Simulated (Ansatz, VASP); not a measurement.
# Cross-check of SiSO between VASP and Ansatz

Wanted: the spread between two codes on one cell, functional and k mesh. The cell is taken from a series of runs on this material, whose earlier steps may have relaxed, scaled, displaced or heated it; both programs get it as it stands.

Calculated with Ansatz 0.2.0; plane waves, with VASP 6.6.1 beside it; single point at PBE0.

**1. The starting structure**

The cell holds 3 atoms: 1 Si, 1 O and 1 S. Cell: a = 2.982 Å, b = 2.982 Å, c = 27.700 Å, α = 90.0°, β = 90.0°, γ = 120.0°. Vacuum lies along c.

**2. VASP: single point, PBE0**

With cell and atoms fixed, the geometry can't cause a difference; cores, projectors, grids and the points listed under the comparison can.

Lines of VASP's logs that name or quote its potential files are left out, and so is its time.

The run reads the wave functions of an earlier VASP run, which isn't shown here.

INCAR reads:

```
SYSTEM = SiSO
PREC = Accurate
ENCUT = 520
EDIFF = 1E-06
NELM = 100
ISMEAR = 0
SIGMA = 0.01
LREAL = .FALSE.
ALGO = Normal
LHFCALC = .TRUE.
AEXX = 0.25
GGA = PE
LASPH = .TRUE.
NBANDS = 14
PRECFOCK = Fast
LORBIT = 11
LWAVE = .FALSE.
LCHARG = .FALSE.
KPAR = 4
NCORE = 2
ISIF = 2
LDIPOL = .TRUE.
IDIPOL = 3
DIPOL = 0.5 0.5 0.503
LVHAR = .TRUE.
```

POSCAR reads:

```
SiSO
1.0
    2.9816107688      0.0000000000      0.0000000000
   -1.4908053844      2.5821506700      0.0000000000
    0.0000000000      0.0000000000     27.7000000000
Si O S
1 1 1
Direct
    0.0000000000      0.0000000000      0.5091276140
    0.3333333333      0.6666666667      0.5404036490
    0.6666666667      0.3333333333      0.4595963510
```

KPOINTS reads:

```
Automatic mesh
0
Gamma
6 6 1
0 0 0
```

Potentials, in the order of the species: Si, O and S (PBE family, release 64).

On the command line:

```console
> mpirun -np 8 vasp_std
```

Numbers of over 12 decimals in the logs are rounded to 6 here.

The program printed:

```text
[banner, memory and clock lines left out]
running    8 mpi-ranks, on    1 nodes
 distrk:  each k-point on    2 cores,    4 groups
 distr:  one band on    2 cores,    1 groups

 POSCAR found type information on POSCAR SiO S
 POSCAR found :  3 types and       3 ions
 LDA part: xc-table for (Slater+PW92), standard interpolation
 found WAVECAR, reading the header
 POSCAR, INCAR and KPOINTS ok, starting setup
 FFT: planning ... GRIDC
 FFT: planning ... GRID_SOFT
 FFT: planning ... GRID
 reading WAVECAR
 the WAVECAR file was read successfully
 initial charge from wavefunction
 entering main loop
       N       E                     dE             d eps       ncg     rms          rms(c)
DAV:   1    -0.236369034477E+02   -0.23637E+02   -0.41854E-01   268   0.563E+00    0.247E+00
DAV:   2    -0.236430040835E+02   -0.61006E-02   -0.34816E-02   244   0.118E+00    0.180E+00
DAV:   3    -0.236407346676E+02    0.22694E-02   -0.30916E-03   250   0.448E-01    0.108E+00
DAV:   4    -0.236403729095E+02    0.36176E-03   -0.10294E-03   232   0.228E-01    0.609E-01
DAV:   5    -0.236402101569E+02    0.16275E-03   -0.11244E-04   232   0.900E-02    0.335E-01
DAV:   6    -0.236401578843E+02    0.52273E-04   -0.66554E-05   238   0.696E-02    0.183E-01
DAV:   7    -0.236401448722E+02    0.13012E-04   -0.10571E-05   232   0.264E-02    0.102E-01
DAV:   8    -0.236401408871E+02    0.39851E-05   -0.32497E-06   238   0.155E-02    0.569E-02
DAV:   9    -0.236401403477E+02    0.53941E-06   -0.11456E-06   182   0.829E-03
   1 F= -.23640140E+02 E0= -.23640140E+02  d E =-.185515E-13
```

OUTCAR, selected parts (step 2):

```text
ion  position               nearest neighbor table
   1  0.000  0.000  0.509-   2 1.93   2 1.93   2 1.93   3 2.20   3 2.20   3 2.20
   2  0.333  0.667  0.540-   1 1.93   1 1.93   1 1.93
   3  0.667  0.333  0.460-   1 2.20   1 2.20   1 2.20

  LATTYP: Found a hexagonal cell.
 ALAT       =     2.9816107688
 C/A-ratio  =     9.2902803712

 Subroutine GETGRP returns: Found  6 space group operations
 (whereof  6 operations were pure point group operations)

The static configuration has the point symmetry C_3v.

 Found      7 irreducible k-points:

   k-points           NKPTS =      7   k-points in BZ     NKDIM =     36   number of bands    NBANDS=     14

   dimension x,y,z NGX =    24 NGY =   24 NGZ =  210
   dimension x,y,z NGXF=    48 NGYF=   48 NGZF=  420

   ENCUT  =  520.0 eV  38.22 Ry    6.18 a.u.   5.54  5.54 51.50*2*pi/ulx,y,z

   NELECT =      16.0000    total number of electrons

 k-points in reciprocal lattice and weights: Automatic mesh
   0.00000000  0.00000000  0.00000000       0.028
   0.16666667  0.00000000  0.00000000       0.167
   0.33333333  0.00000000  0.00000000       0.167
   0.50000000  0.00000000  0.00000000       0.083
   0.16666667  0.16666667  0.00000000       0.167
   0.33333333  0.16666667  0.00000000       0.333
   0.33333333  0.33333333  0.00000000       0.056

  exchange ACFDT corr.  =         0.00000000  see jH, gK, PRB 81, 115126

 dipolmoment           0.000000      0.000000      0.023058 electrons x Angstroem

 average (electrostatic) potential at core
       1 -90.2410       2 -73.1644       3 -90.4018

 E-fermi :  -4.0098

 k-point     1 :       0.0000    0.0000    0.0000
  band No.  band energies     occupation
    ...
      4      -9.3647      2.00000
      5      -9.3647      2.00000
      6      -7.6129      2.00000
      7      -4.0583      2.00000
      8      -4.0583      2.00000
      9      -1.0264      0.00000
     10       2.0097      0.00000
     11       2.3409      0.00000
     12       2.5299      0.00000
     13       2.9086      0.00000
    ...

 k-point     2 :       0.1667    0.0000    0.0000
  band No.  band energies     occupation
    ...
      4     -10.6579      2.00000
      5      -9.7211      2.00000
      6      -7.2958      2.00000
      7      -6.6158      2.00000
      8      -4.6350      2.00000
      9       0.2230      0.00000
     10       2.4833      0.00000
     11       2.7755      0.00000
     12       2.9298      0.00000
     13       3.2793      0.00000
    ...

 k-point     3 :       0.3333    0.0000    0.0000
  band No.  band energies     occupation
    ...
      4     -11.4474      2.00000
      5     -10.3436      2.00000
      6      -9.2393      2.00000
      7      -7.0273      2.00000
      8      -5.5241      2.00000
      9       0.0230      0.00000
     10       2.7882      0.00000
     11       3.4199      0.00000
     12       4.6555      0.00000
     13       4.8587      0.00000
    ...

  Total       -0.3918705     -0.3918705     -0.9192093      0.0000000      0.0000000      0.0000000
  in kB       -2.9440204     -2.9440204     -6.9057791      0.0000000      0.0000000      0.0000000
  external PRESSURE =      -4.2646066 kB  Pullay stress =       0.0000000 kB

  energy-cutoff  :      520.00
  volume of cell :      213.26
      direct lattice vectors                 reciprocal lattice vectors
     2.981610769  0.000000000  0.000000000     0.335389183  0.193637035  0.000000000
    -1.490805384  2.582150670  0.000000000     0.000000000  0.387274070  0.000000000
     0.000000000  0.000000000 27.700000000     0.000000000  0.000000000  0.036101083

 POSITION                                       TOTAL-FORCE (eV/Angst)
 -----------------------------------------------------------------------------------
      0.00000      0.00000     14.10283        -0.000000     -0.000000     -0.071118
     -0.00000      1.72143     14.96918        -0.000000      0.000000     -0.342594
      1.49081      0.86072     12.73082         0.000000      0.000000      0.413712
 -----------------------------------------------------------------------------------
    total drift:                               -0.000003     -0.000001     -0.000349

  FREE ENERGIE OF THE ION-ELECTRON SYSTEM (eV)
  ---------------------------------------------------
  free  energy   TOTEN  =       -23.6401403477 eV

  energy  without entropy=      -23.6401403477  energy(sigma->0) =      -23.64014035

 vacuum level on the upper side and lower side of the slab         2.554         2.013

 total charge
# of ion       s       p       d       tot
------------------------------------------
    1        0.620   0.796   0.000   1.416
    2        1.565   3.487   0.000   5.052
    3        1.353   2.516   0.000   3.869
--------------------------------------------------
tot          3.538   6.799   0.000  10.337

[... 3 further parts left out ...]
```

The k-mesh is coarse for unscreened exact exchange, which converges slowly with it.

**3. Ansatz: single point, PBE0**

Ansatz runs on its PAW soft_1 files.

The same cell, functional and mesh now go to Ansatz, which takes its cutoff from its data sets.

input.yaml reads:

```yaml
crystal:
  lattice:
    - [2.9816107688, 0.0, 0.0]
    - [-1.4908053844, 2.58215067, 0.0]
    - [0.0, 0.0, 27.7]
  atoms:
    - { symbol: Si, position: [0.0, 0.0, 0.509127614] }
    - { symbol: O, position: [0.3333333333, 0.6666666667, 0.540403649] }
    - { symbol: S, position: [0.6666666667, 0.3333333333, 0.459596351] }
  periodic: [true, true, false]
kpoints:
  mp_grid: { grid: [6, 6, 1] }
  band_path:
    path: [[0.0, 0.0, 0.0], [0.5, 0.0, 0.0], [0.3333333333, 0.3333333333, 0.0]]
    npoints: 1
hamiltonian:
  xc: pbe0
  pseudopotentials: { kind: paw, azcp: { folder: soft_1 } }
scf:
  occupations: { method: fixed }
  n_extra_bands: 5
output:
  eigenvalues: true
```

On the command line:

```console
> ansatz run input.yaml --threads 4 --pin off --max-ram 17510MiB --backend cpu --events-out ev --progress --plain --runs-dir out
```

The program printed:

```text
scf.n_extra_bands = 5 over 8 filled bands (N_el = 16.0): the run solves 13 bands
Engine: ansatz 0.2.0, aarch64-unknown-linux-gnu
Pseudopotentials: kind: paw
Pseudopotential: Si, paw, valence charge 4, recommended cutoff 420 eV (normal), soft_1/Si.paw.azcp
Pseudopotential: O, paw, valence charge 6, recommended cutoff 420 eV (normal), soft_1/O.paw.azcp
Pseudopotential: S, paw, valence charge 6, recommended cutoff 420 eV (normal), soft_1/S.paw.azcp
Functional definition: PBE0
  parameter a = 0.25
  parameter kappa = 0.804
  parameter beta = 0.066725
  exchange = (1 - a)*pbe_x(kappa = kappa, mu = beta*pi^2/3) + a*exact_x
  correlation = pbe_c(beta = beta)
davidson cushion auto → on  (no smearing: the cushion is to keep the highest requested band from converging to the state above it; pin scf.eigensolver.cushion to override)
Crystal: 3 atoms, lattice volume = 213.261 Å³
Basis set: ecut = 420 eV, 4077 PW (Γ)
Bands: 13, of which v1, the nominal top of the filled ones, is band 8 counted from 1 (7 counted from 0)
Symmetry: 6 space group operations
Space group: P3m1 (ITA 156), of the structure as read, at distance tolerance 6.0e-5 Å
k-points: 7 of 36 (time reversal used)
Non-local potential: Si, projectors of the file, l = 0: 2, l = 1: 2, l = 2: 1
Non-local potential: O, projectors of the file, l = 0: 2, l = 1: 2, l = 2: 1
Non-local potential: S, projectors of the file, l = 0: 2, l = 1: 2, l = 2: 1
PAW form: soft (Blöchl's): semilocal exchange-correlation on the pseudo side does not see the compensation charge
PAW frozen core: Si, regenerated for the run's functional, and the local potential with it (the file was generated under x = pbe(κ = 0.804, μ = 0.219515), c = pbe(β = 0.066725))
PAW frozen core: O, regenerated for the run's functional, and the local potential with it (the file was generated under x = pbe(κ = 0.804, μ = 0.219515), c = pbe(β = 0.066725))
PAW frozen core: S, regenerated for the run's functional, and the local potential with it (the file was generated under x = pbe(κ = 0.804, μ = 0.219515), c = pbe(β = 0.066725))
PAW one-centre angular grid: Si, 110 points (default); XC on 64 Gauss nodes
PAW one-centre angular grid: O, 110 points (default); XC on 64 Gauss nodes
PAW one-centre angular grid: S, 110 points (default); XC on 64 Gauss nodes
Initial density: superposition of atomic densities (neutral atoms: chi_scale 0, normalization atom)
Initial wavefunctions: pseudopotential atomic-orbital guess
Functional: x = pbe(κ = 0.804, μ = 0.219515), c = pbe(β = 0.066725), warm-up for x = 0.75 pbe(κ = 0.804, μ = 0.219515) + 0.25 exact, c = pbe(β = 0.066725)
iter 1 solved again at ethr=3.08e-2 eV; its pass at ethr=1.00e-1 eV (dr2=4.92e0 eV) is discarded
SCF iter   1: F=—  HF=-2107.527361 eV  |F-HF|=—  |Δ(HF+E_count)|=         —  Δρ=4.74e-2  dr2=4.89e0  ethr=3.08e-2  ⟨swp⟩=2.1  Hψ=588  notcnv=0
preconditioner: auto → none  [insulator: Δε(μ)=2.013 eV  Ē_g=12.931 eV  n_scr=14 (ndim 8)  ℏωp=9.5 eV  f_vac=0.772]
SCF iter   2: F=—  HF=-2107.007590 eV  |F-HF|=—  |Δ(HF+E_count)|=   5.20e-1  Δρ=4.04e-2  dr2=5.31e0  ethr=3.06e-2  ⟨swp⟩=5.7  Hψ=304  notcnv=0  defer=6
SCF iter   3: F=—  HF=-2106.442164 eV  |F-HF|=—  |Δ(HF+E_count)|=   5.65e-1  Δρ=1.44e-2  dr2=1.82e0  ethr=3.06e-2  ⟨swp⟩=4.7  Hψ=267  notcnv=0  defer=7
iter 4 solved again at ethr=7.72e-4 eV; its pass at ethr=1.13e-2 eV (dr2=1.23e-1 eV) is discarded
SCF iter   4: F=—  HF=-2106.213231 eV  |F-HF|=—  |Δ(HF+E_count)|=   2.29e-1  Δρ=7.62e-3  dr2=1.28e-1  ethr=7.72e-4  ⟨swp⟩=4.3  Hψ=486  notcnv=0  defer=6
SCF iter   5: F=—  HF=-2106.197156 eV  |F-HF|=—  |Δ(HF+E_count)|=   1.61e-2  Δρ=3.01e-3  dr2=9.26e-3  ethr=7.72e-4  ⟨swp⟩=3.3  Hψ=227  notcnv=0  defer=2
SCF iter   6: F=—  HF=-2106.198415 eV  |F-HF|=—  |Δ(HF+E_count)|=   1.26e-3  Δρ=5.16e-4  dr2=4.61e-4  ethr=5.79e-5  ⟨swp⟩=4.7  Hψ=302  notcnv=0  defer=1
SCF iter   7: F=—  HF=-2106.198496 eV  |F-HF|=—  |Δ(HF+E_count)|=   8.08e-5  Δρ=2.12e-4  dr2=1.64e-4  ethr=2.88e-6  ⟨swp⟩=4.6  Hψ=318  notcnv=0  defer=1
SCF iter   8: F=-2106.198437 eV  HF=-2106.198451 eV  |F-HF|=1.39e-5  |Δ(HF+E_count)|=   4.43e-5  Δρ=7.28e-5  dr2=1.85e-5  ethr=1.03e-6  ⟨swp⟩=3.4  Hψ=234  notcnv=0  defer=1
SCF 1 stopped early in 8 iterations: F = -2106.198437 eV  dr2 = 1.85e-5
  greatest PAW one-centre occupation: 0.868 electrons in one spin orbital (limit 2), on the S atom at site 2 (counted from 0), in its partial waves of l = 0
Initial density: handed on by an earlier stage of this run
Initial wavefunctions: those handed on with the density
Functional: x = 0.75 pbe(κ = 0.804, μ = 0.219515) + 0.25 exact, c = pbe(β = 0.066725)
Exchange kernel: α = 0.2500, full range, Wigner–Seitz truncation, v(0) = 13025.5835 eV·Å³, q-mesh 6×6×1, nearest image of the exchange supercell L = 17.89 Å, pair-density grid 15×15×135, without the augmentation charges, whose exchange is taken in its separable form by FFT convolution over the k-point mesh (sized by the pseudopotential files, 18×18×192 at the most)
Frozen-core exchange: fock
SCF iter   1: F=—  HF=-2107.460672 eV  |F-HF|=—  |Δ(HF+E_count)|=         —  Δρ=2.93e-3  dr2=1.99e-2  ethr=1.16e-6  ⟨swp⟩=14.0  Hψ=683  notcnv=0
preconditioner: auto → none  [insulator: Δε(μ)=2.959 eV  Ē_g=14.504 eV  n_scr=14 (ndim 8)  ℏωp=9.5 eV  f_vac=0.783]
SCF iter   2: F=—  HF=-2107.452928 eV  |F-HF|=—  |Δ(HF+E_count)|=   7.74e-3  Δρ=7.56e-4  dr2=1.99e-3  ethr=1.16e-6  ⟨swp⟩=5.6  Hψ=420  notcnv=0  defer=1
SCF iter   3: F=—  HF=-2107.460561 eV  |F-HF|=—  |Δ(HF+E_count)|=   7.63e-3  Δρ=3.58e-4  dr2=2.78e-4  ethr=1.16e-6  ⟨swp⟩=5.6  Hψ=393  notcnv=0
SCF iter   4: F=—  HF=-2107.460466 eV  |F-HF|=—  |Δ(HF+E_count)|=   9.50e-5  Δρ=3.61e-5  dr2=2.44e-5  ethr=1.16e-6  ⟨swp⟩=3.0  Hψ=245  notcnv=0
SCF iter   5: F=—  HF=-2107.460621 eV  |F-HF|=—  |Δ(HF+E_count)|=   1.55e-4  Δρ=7.13e-5  dr2=9.02e-6  ethr=2.92e-8  ⟨swp⟩=6.9  Hψ=421  notcnv=0  defer=3
SCF iter   6: F=-2107.460618 eV  HF=-2107.460618 eV  |F-HF|=6.05e-8  |Δ(HF+E_count)|=   2.53e-6  Δρ=4.49e-6  dr2=6.29e-7  ethr=2.92e-8  ⟨swp⟩=3.6  Hψ=257  notcnv=0  defer=1
SCF 2 stopped early in 6 iterations: F = -2107.460618 eV  dr2 = 6.29e-7
  greatest PAW one-centre occupation: 0.866 electrons in one spin orbital (limit 2), on the S atom at site 2 (counted from 0), in its partial waves of l = 0
hybrid outer 1: dexx = +9.168e-3 eV, tail = 9.32e-6 eV
Exchange kernel: α = 0.2500, full range, Wigner–Seitz truncation, v(0) = 13025.5835 eV·Å³, q-mesh 6×6×1, nearest image of the exchange supercell L = 17.89 Å, pair-density grid 15×15×135, without the augmentation charges, whose exchange is taken in its separable form by FFT convolution over the k-point mesh (sized by the pseudopotential files, 18×18×192 at the most)
Frozen-core exchange: fock
SCF iter   1: F=—  HF=-2107.460639 eV  |F-HF|=—  |Δ(HF+E_count)|=         —  Δρ=1.66e-5  dr2=2.79e-7  ethr=2.91e-7  ⟨swp⟩=3.4  Hψ=232  notcnv=0
preconditioner: auto → none  [insulator: Δε(μ)=3.030 eV  Ē_g=14.496 eV  n_scr=14 (ndim 8)  ℏωp=9.5 eV  f_vac=0.785]
SCF iter   2: F=—  HF=-2107.460639 eV  |F-HF|=—  |Δ(HF+E_count)|=   1.04e-7  Δρ=9.23e-6  dr2=1.65e-7  ethr=1.52e-9  ⟨swp⟩=5.9  Hψ=377  notcnv=0  defer=3
iter 3 solved again at ethr=3.82e-11 eV; its pass at ethr=8.11e-10 eV (dr2=6.11e-9 eV) is discarded
SCF iter   3: F=-2107.460639 eV  HF=-2107.460639 eV  |F-HF|=4.63e-9  |Δ(HF+E_count)|=   1.63e-8  Δρ=2.25e-6  dr2=4.14e-8  ethr=3.82e-11  ⟨swp⟩=3.9  Hψ=512  notcnv=0  defer=3
SCF 3 converged in 3 iterations: F = -2107.460639 eV  dr2 = 4.14e-8
hybrid outer 2: dexx = +2.373e-7 eV, tail = 8.66e-8 eV, Δε = 1.27e-3 eV (about 1.35e-4 eV left of the loop's levels)
NSCF: frozen V_eff on 3 k-points
hybrid SCF converged: 2 outer / 9 inner (+8 warm-up), last move |dexx| = 2.37e-7 eV, tail = 8.66e-8 eV
Stability not checked: this state was not tested for a lower state beside it, because the functional holds exact exchange (a hybrid, or Hartree-Fock), whose exchange loop this test does not read (fock_operator; see scf.lower_state_search)
Free energy (F): -2107.460639 eV
Frozen-core exchange: fock
Harris-Foulkes:  -2107.460639 eV  (|F-HF|=4.63e-9)
Internal energy: -2107.460639 eV  (E = F + TS)
E sigma→0 (E₀):  -2107.460639 eV
Fermi energy:    -6.342112 eV
--- Per-component energies (eV) ---
  E_band       = -244.258134
  E_kinetic    = 324.573111
  E_local      = -17492.416309  (includes V_loc(G=0)·N_el)
  E_nonlocal   = 104.465340
  E_hartree    = 8564.493349
  E_xc         = -169.655341
  E_vxc        = -174.753088  (∫ρ·V_xc dr)
  E_exx        = -43.614267  (= α·E_x^exact, valence–valence)
  E_paw        = -1289.704874  (= ΣΔE_a)
  E_vpaw       = -47.887086  (= ΣTr[D̂ρ^β])
  E_aug_tail   = 0.000793  (compensation charges beyond the density's cutoff)
  E_ewald      = 7894.566984
  E_core_change = -0.169425  (= ΣΔE_core)
  E_smearing   = -0.000000  (= −TS)
  E_closure    = -0.000000  (closes the sum)
  Σ components = -2107.460639   (vs F -2107.460639, Δ=1.36e-12)
--- Band table (eV; the first three rows and the last of 7) ---
  k-point 0: bands = [... 4 lower, -11.6596, -9.9055, -6.3421, -6.3421, -3.3114, -0.2964, 0.1995, 0.5307, ... 1 higher]
  k-point 1: bands = [... 4 lower, -12.0142, -9.5905, -8.9045, -6.9202, -2.0627, 0.1753, 0.4832, 0.8649, ... 1 higher]
  k-point 2: bands = [... 4 lower, -12.6337, -11.5356, -9.3092, -7.8120, -2.2571, 0.4897, 1.1150, 2.4086, ... 1 higher]
  k-point 6: bands = [... 4 lower, -13.9029, -13.0748, -9.9897, -8.9006, -0.9806, 1.1273, 2.9172, 3.6519, ... 1 higher]
  the weakly bound empty levels are not read free of the cell's end (exact_exchange)
```

**4. Differences**

Known differences besides the potentials themselves: exact exchange at q = 0 is treated differently, which shows on coarse meshes; VASP keeps PBE cores, Ansatz makes them for the functional; fixed occupations in Ansatz, narrow Gaussian smearing in VASP; Ansatz cuts the interaction across the vacuum, VASP repeats the sheet with a dipole correction; the cutoff is 420 eV in Ansatz and 520 eV in VASP; VASP takes a coarser grid for exact exchange (PRECFOCK = Fast). Total energies have different zeros and are not compared.

Both answers:

```
              quantity  Ansatz   VASP  difference
gap on the k mesh (eV)   3.031  3.032      -0.001
```

A gap on the mesh is an upper bound, since the band edges may lie between its points. With vacuum in the cell, a pressure given here is an average over mostly empty space and none of the material.

**5. Outcome**

| Property | Result |
| --- | --- |
| difference in gap on the k mesh (single point, PBE0) | -0.0012 eV |

**Reading.** The difference in gap on the k mesh is -0.0012 eV (single point, PBE0), within the 0.08 eV picked in this series as the mark of a large difference. Such differences can come from data sets, numerical settings and the points named under the comparisons, not from the functional's error against experiment.

[Lines on the potential files, build, host, timing and source positions are cut from VASP's logs without a mark.]

[Logs are printed without paths, hosts, clocks, repeated set-up lines and the standing remarks that a program may print on its own settings, such as how far it seeks lower states.]

[Hosts, paths, dates, database ids (printed as entryN), source tags and the programs' standing remarks are cut or masked in the printed files.]
